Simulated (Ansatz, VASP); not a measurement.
# Cross-check of Mg8PH15 (P_H) between VASP and Ansatz, part 2 of 2

Aim: how closely do two programs agree when they are given the same cell, functional and k mesh? The cell is taken from a series of runs on this material, whose earlier steps may have relaxed, scaled, displaced or heated it; both programs get it as it stands.

VASP 6.6.1 and Ansatz 0.2.0.

So far: The structure; Ansatz: single point, PBE0.

In doubt: a hybrid run on one k-point (step 2), which bears on gaps, levels and energies.

## Step 3: VASP: single point, PBE0

Level of this step: PBE0; plane waves and PAW (Mg, H, P) (VASP).

The same cell, functional, mesh and smearing now go to VASP, with its own data sets.

Lines of VASP's logs that name or quote its potential files are left out, and so is its time.

The run reads the wave functions of an earlier VASP run, which isn't shown here.

Contents of INCAR:

```
SYSTEM = Mg8PH15
PREC = Accurate
ENCUT = 400
EDIFF = 1E-06
NELM = 100
ISMEAR = -1
SIGMA = 0.01
LREAL = Auto
ALGO = Normal
LHFCALC = .TRUE.
AEXX = 0.25
GGA = PE
LASPH = .TRUE.
NELECT = 38
NBANDS = 43
PRECFOCK = Fast
LORBIT = 11
LWAVE = .FALSE.
LCHARG = .FALSE.
ISIF = 2
```

Contents of POSCAR:

```
Mg8PH15
1.0
    4.4771851529      4.4771851529      0.0000000000
   -4.4771851529      4.4771851529      0.0000000000
    0.0000000000      0.0000000000      6.0154813993
Mg H P
8 15 1
Direct
    0.8920839721      0.6379419492      0.2774492748
    0.5012515105      0.9691745436      0.2723910230
    0.9122769781      0.2091276822      0.9841022218
    0.3909076911      0.4513383696      0.1233303208
    0.0332160643      0.6524649014      0.7801619768
    0.5262632824      0.8017083675      0.7859596271
    0.0223260892      0.0856520769      0.4629146948
    0.5797829281      0.3428248001      0.5898612178
    0.1921318395      0.3400285354      0.9059609323
    0.6309373663      0.7629146510      0.0952895391
    0.0025833482      0.3264988956      0.2711619388
    0.6515742802      0.4618818604      0.3039933597
    0.2629361261      0.7398130607      0.9800140443
    0.8734062705      0.5294985921      0.9913304038
    0.9697277162      0.9354320647      0.1670513692
    0.6079220364      0.1743147412      0.0774303654
    0.7152565799      0.0629838711      0.4602668556
    0.8936407078      0.3521325708      0.6676672352
    0.5600932352      0.4987261310      0.8671696714
    0.3331390265      0.2153806241      0.3809017653
    0.7617934213      0.6861666697      0.5855638757
    0.9355759949      0.9727154116      0.7530352547
    0.4907244027      0.0948391639      0.7481765561
    0.2692091404      0.6925034559      0.4572397554
```

Contents of KPOINTS:

```
Automatic mesh
0
Gamma
1 1 1
0 0 0
```

PAW data sets: Mg, H and P (PBE family, release 64).

The run is started by

```bash
> export OMP_NUM_THREADS=3
> mpirun -np 1 vasp_gam
```

Numbers of over 12 decimals in the logs are rounded to 6 here.

Log:

```text
[banner, memory and clock lines left out]
running    1 mpi-ranks, on    1 nodes
 distrk:  each k-point on    1 cores,    1 groups
 distr:  one band on    1 cores,    1 groups
 Offloading initialized ...    1 GPUs detected
 POSCAR found type information on POSCAR MgH P
 POSCAR found :  3 types and      24 ions
 LDA part: xc-table for (Slater+PW92), standard interpolation
 found WAVECAR, reading the header
 POSCAR, INCAR and KPOINTS ok, starting setup
 FFT: planning ... GRIDC
 FFT: planning ... GRID_SOFT
 FFT: planning ... GRID
 reading WAVECAR
 the WAVECAR file was read successfully
 initial charge from wavefunction
 entering main loop
       N       E                     dE             d eps       ncg     rms          rms(c)
DAV:   1    -0.831950804488E+02   -0.83195E+02   -0.10623E+00    89   0.355E+00    0.135E+00
DAV:   2    -0.832091544303E+02   -0.14074E-01   -0.45653E-02   100   0.768E-01    0.918E-01
DAV:   3    -0.832090120582E+02    0.14237E-03   -0.18331E-03   108   0.158E-01    0.520E-01
DAV:   4    -0.832087539886E+02    0.25807E-03   -0.28107E-04    97   0.606E-02    0.271E-01
DAV:   5    -0.832086493357E+02    0.10465E-03   -0.85935E-05   108   0.346E-02    0.150E-01
DAV:   6    -0.832086118633E+02    0.37472E-04   -0.25389E-05   108   0.182E-02    0.840E-02
DAV:   7    -0.832085984946E+02    0.13369E-04   -0.88665E-06   108   0.998E-03    0.467E-02
DAV:   8    -0.832085932260E+02    0.52686E-05   -0.23230E-06    89   0.507E-03    0.263E-02
DAV:   9    -0.832085910318E+02    0.21942E-05   -0.78328E-07    52   0.322E-03    0.151E-02
DAV:  10    -0.832085901354E+02    0.89638E-06   -0.38518E-07    52   0.237E-03
   1 F= -.83208590E+02 E0= -.83208590E+02  d E =-.249533E-11
```

OUTCAR, selected parts (step 3):

```text
NELECT = 38

 ion  position               nearest neighbor table
   1  0.892  0.638  0.277-  14 1.86  12 1.89  21 2.05  15 2.06  11 2.09  10 2.14  24 2.64   5 3.12
                             5 3.15   7 3.16   3 3.24   2 3.24   8 3.31   4 3.50   4 3.51
   2  0.501  0.969  0.272-  17 1.86  10 1.87  16 1.88  20 2.00  24 2.54   8 3.08   6 3.12   1 3.24
                             4 3.26   6 3.27   7 3.32   4 3.47   3 3.48   7 3.57
   3  0.912  0.209  0.984-  11 1.96   9 2.01  16 2.02  14 2.04  22 2.05  15 2.08  18 2.11   7 3.06
                             5 3.16   1 3.24   8 3.28   7 3.31   2 3.48   4 3.50
   4  0.391  0.451  0.123-  19 1.90   9 1.95  12 1.98  13 2.18  20 2.18  16 2.25  24 2.64   6 3.13
                             8 3.13   2 3.26   5 3.32   2 3.47   8 3.49   1 3.50   3 3.50   1 3.51
   5  0.033  0.652  0.780-  14 1.80  13 1.97  21 2.09  22 2.13  18 2.20  24 2.46   1 3.12   1 3.15
                             3 3.16   6 3.26   4 3.32   7 3.34   6 3.35
   6  0.526  0.802  0.786-  23 1.88  10 1.99  19 1.99  21 2.05  13 2.07  24 2.65   2 3.12   4 3.13
                             8 3.15   5 3.26   2 3.27   5 3.35   8 3.64
   7  0.022  0.086  0.463-  11 1.92  17 1.95  22 1.96  15 2.05  20 2.19  18 2.24  24 2.94   3 3.06
                             1 3.16   3 3.31   2 3.32   8 3.33   5 3.34   2 3.57
   8  0.580  0.343  0.590-  23 1.92  12 1.93  19 1.94  18 2.04  17 2.12  20 2.16  24 3.07   2 3.08
                             4 3.13   6 3.15   3 3.28   1 3.31   7 3.33   4 3.49   6 3.64
   9  0.192  0.340  0.906-   4 1.95   3 2.01
  10  0.631  0.763  0.095-   2 1.87   6 1.99   1 2.14
  11  0.003  0.326  0.271-   7 1.92   3 1.96   1 2.09
  12  0.652  0.462  0.304-   1 1.89   8 1.93   4 1.98
  13  0.263  0.740  0.980-   5 1.97   6 2.07   4 2.18
  14  0.873  0.529  0.991-   5 1.80   1 1.86   3 2.04
  15  0.970  0.935  0.167-   7 2.05   1 2.06   3 2.08
  16  0.608  0.174  0.077-   2 1.88   3 2.02   4 2.25
  17  0.715  0.063  0.460-   2 1.86   7 1.95   8 2.12
  18  0.894  0.352  0.668-   8 2.04   3 2.11   5 2.20   7 2.24
  19  0.560  0.499  0.867-   4 1.90   8 1.94   6 1.99
  20  0.333  0.215  0.381-   2 2.00   8 2.16   4 2.18   7 2.19
  21  0.762  0.686  0.586-   1 2.05   6 2.05   5 2.09
  22  0.936  0.973  0.753-   7 1.96   3 2.05   5 2.13
  23  0.491  0.095  0.748-   6 1.88   8 1.92
  24  0.269  0.693  0.457-   5 2.46   2 2.54   4 2.64   1 2.64   6 2.65   7 2.94   8 3.07

  LATTYP: Found a simple tetragonal cell.
 ALAT       =     6.3316959645
 C/A-ratio  =     0.9500584730

 Subroutine GETGRP returns: Found  1 space group operations
 (whereof  1 operations were pure point group operations)

The static configuration has the point symmetry C_1 .

 Found      1 irreducible k-points:

   k-points           NKPTS =      1   k-points in BZ     NKDIM =      1   number of bands    NBANDS=     43

   dimension x,y,z NGX =    42 NGY =   42 NGZ =   40
   dimension x,y,z NGXF=    84 NGYF=   84 NGZF=   80

   ENCUT  =  400.0 eV  29.40 Ry    5.42 a.u.  10.33 10.33  9.81*2*pi/ulx,y,z

 k-points in reciprocal lattice and weights: Automatic mesh
   0.00000000  0.00000000  0.00000000       1.000

  exchange ACFDT corr.  =         0.00000000  see jH, gK, PRB 81, 115126

 average (electrostatic) potential at core
       1 -34.6493       2 -34.4785       3 -34.8300       4 -34.7441       5 -34.4863
       6 -34.6969       7 -34.9841       8 -34.8021       9 -28.6634      10 -29.2823
      11 -29.0084      12 -29.2256      13 -29.1406      14 -29.6596      15 -28.8258
      16 -29.1429      17 -29.1254      18 -29.3007      19 -29.2121      20 -29.6978
      21 -29.5283      22 -29.1861      23 -28.5072      24 -81.7594

 E-fermi :  -0.4518

 k-point     1 :       0.0000    0.0000    0.0000
  band No.  band energies     occupation
    ...
     15      -1.6006      2.00000
     16      -1.3323      2.00000
     17      -1.2106      2.00000
     18      -1.0312      2.00000
     19      -0.7128      2.00000
     20       5.1262      0.00000
     21       5.5925      0.00000
     22       5.9126      0.00000
     23       6.2358      0.00000
     24       6.3337      0.00000
    ...

  Total        2.2079048      1.1106004     11.5437807      1.3078707      0.4597865     -1.8191430
  in kB       14.6683217      7.3783271     76.6916632      8.6889021      3.0546139    -12.0855642
  external PRESSURE =      32.9127707 kB  Pullay stress =       0.0000000 kB

  energy-cutoff  :      400.00
  volume of cell :      241.16
      direct lattice vectors                 reciprocal lattice vectors
     4.477185153  4.477185153  0.000000000     0.111677311  0.111677311 -0.000000000
    -4.477185153  4.477185153  0.000000000    -0.111677311  0.111677311  0.000000000
     0.000000000  0.000000000  6.015481399     0.000000000 -0.000000000  0.166237735

 POSITION                                       TOTAL-FORCE (eV/Angst)
 -----------------------------------------------------------------------------------
      1.13784      6.85021      1.66899         0.010842     -0.065744     -0.043554
     -2.09498      6.58337      1.63856         0.004790      0.057661      0.013580
      3.14813      5.02074      5.91985        -0.006288      0.049564      0.019534
     -0.27056      3.77089      0.74189         0.032293      0.021251     -0.040065
     -2.77249      3.06992      4.69305         0.023283     -0.005549      0.010885
     -1.23322      5.94557      4.72793        -0.016398     -0.044041      0.017513
     -0.28352      0.48344      2.78465        -0.055362     -0.017120     -0.026096
      1.06091      4.13069      3.54830         0.030966      0.004849      0.012481
     -0.66216      2.38258      5.44979         0.026188     -0.013352      0.053880
     -0.59089      6.24053      0.57321        -0.104264      0.040063      0.017080
     -1.45023      1.47336      1.63117         0.014672     -0.064662     -0.012099
      0.84929      4.98515      1.82867         0.009606     -0.036286      0.022950
     -2.13507      4.48949      5.89526         0.006993      0.001620     -0.032629
      1.53974      6.28106      5.96333         0.009197      0.109422      0.055305
      0.15355      8.52975      1.00489        -0.041006      0.027275      0.004515
      1.94134      3.50222      0.46578         0.048645     -0.013848      0.023061
      2.92035      3.48433      2.76873        -0.021067     -0.004821     -0.093768
      2.42443      5.57756      4.01634         0.022326     -0.071053     -0.019540
      0.27475      4.74053      5.21644        -0.022616     -0.062760     -0.084083
      0.52723      2.45582      2.29131         0.024816     -0.023239      0.029440
      0.33859      6.48279      3.52245        -0.025046      0.022478      0.029013
     -0.16628      8.54377      4.52987         0.010412      0.067082      0.022474
      1.77245      2.62168      4.50064         0.055625     -0.020190     -0.004691
     -1.89517      4.30577      2.75052        -0.038606      0.041401      0.024815
 -----------------------------------------------------------------------------------
    total drift:                                0.003061     -0.036847     -0.055076

  FREE ENERGIE OF THE ION-ELECTRON SYSTEM (eV)
  ---------------------------------------------------
  free  energy   TOTEN  =       -83.2085901354 eV

  energy  without entropy=      -83.2085901354  energy(sigma->0) =      -83.20859014

 total charge
# of ion       s       p       d       tot
------------------------------------------
    1        0.163   0.168   0.043   0.374
    2        0.193   0.176   0.042   0.411
    3        0.151   0.154   0.039   0.344
    4        0.160   0.147   0.044   0.351
    5        0.179   0.170   0.043   0.393
    6        0.163   0.166   0.038   0.366
    7        0.149   0.156   0.038   0.343
    8        0.161   0.148   0.042   0.351
    9        0.548   0.003   0.000   0.551
   10        0.559   0.005   0.000   0.565
   11        0.561   0.005   0.000   0.565
   12        0.570   0.005   0.000   0.574
   13        0.528   0.005   0.000   0.533
   14        0.573   0.006   0.000   0.579
   15        0.545   0.004   0.000   0.549
   16        0.543   0.004   0.000   0.548
   17        0.566   0.004   0.000   0.570
   18        0.536   0.005   0.000   0.540
   19        0.568   0.005   0.000   0.573
   20        0.533   0.005   0.000   0.537
   21        0.533   0.005   0.000   0.538
   22        0.548   0.004   0.000   0.552
   23        0.556   0.003   0.000   0.559
   24        1.055   1.531   0.000   2.587
--------------------------------------------------
tot         10.641   2.885   0.328  13.855
```

The run ends at a pressure of 3.29 GPa, with forces up to 0.12 eV/Å.

## Step 4: Differences

Known differences besides the potentials themselves: exact exchange at q = 0 is treated differently, which shows on coarse meshes; VASP keeps PBE cores, Ansatz makes them for the functional; the cutoff is 420 eV in Ansatz and 400 eV in VASP (PREC = Accurate, projectors in real space); VASP takes a coarser grid for exact exchange (PRECFOCK = Fast). Total energies have different zeros and are not compared.

Compared:

| quantity | Ansatz | VASP | difference |
| --- | --- | --- | --- |
| gap on the k mesh (eV) | 5.660 | 5.839 | -0.179 |

Forces on 8 of the 24 atoms, those with the largest forces and the largest differences (eV/Å; atoms numbered as in POSCAR):

| atom | Ansatz x, y, z | VASP x, y, z |
| --- | --- | --- |
| Mg1 | 0.015, -0.082, -0.051 | 0.011, -0.066, -0.044 |
| H9 | 0.016, -0.017, 0.093 | 0.026, -0.013, 0.054 |
| H10 | -0.129, 0.058, -0.006 | -0.104, 0.040, 0.017 |
| H14 | 0.018, 0.123, 0.020 | 0.009, 0.109, 0.055 |
| H17 | -0.020, -0.003, -0.074 | -0.021, -0.005, -0.094 |
| H19 | -0.025, -0.073, -0.063 | -0.023, -0.063, -0.084 |
| H21 | -0.022, 0.034, -0.012 | -0.025, 0.022, 0.029 |
| H22 | 0.009, 0.082, 0.044 | 0.010, 0.067, 0.022 |

The forces differ by 15 meV/Å r.m.s., which is 37.4 % of the r.m.s. force of 0.039 eV/Å (both taken over all components). A gap on the mesh is an upper bound, since the band edges may lie between its points. The cell carries a charge of -2 e against a uniform background, so its pressure also hangs on how the neutralising background is counted, and in a defect's cell a gap may be the spacing between its levels.

## Step 5: Outcome

* r.m.s. force difference (single point, PBE0): 15 meV/Å
* difference in gap on the k mesh (single point, PBE0): -0.18 eV

In words: The difference in gap on the k mesh is -0.18 eV (single point, PBE0), beyond the 0.08 eV picked in this series as the mark of a large difference. The data sets hold unlike numbers of valence electrons (102 in Ansatz and 38 in VASP), so part of the differences comes from the potentials. By the marks of this series, far apart in the single point, PBE0 pair: the r.m.s. force difference, 15 meV/Å and the difference in gap on the k mesh, -0.18 eV. What causes the difference of the single point, PBE0 pair stays open here. How closely two codes agree says nothing of how well the functional describes the real material.

[Lines on the potential files, build, host, timing and source positions are cut from VASP's logs without a mark.]

[Logs are printed without paths, hosts, clocks, repeated set-up lines and the standing remarks that a program may print on its own settings, such as how far it seeks lower states.]

[Hosts, paths, dates, database ids (printed as entryN), source tags and the programs' standing remarks are cut or masked in the printed files.]
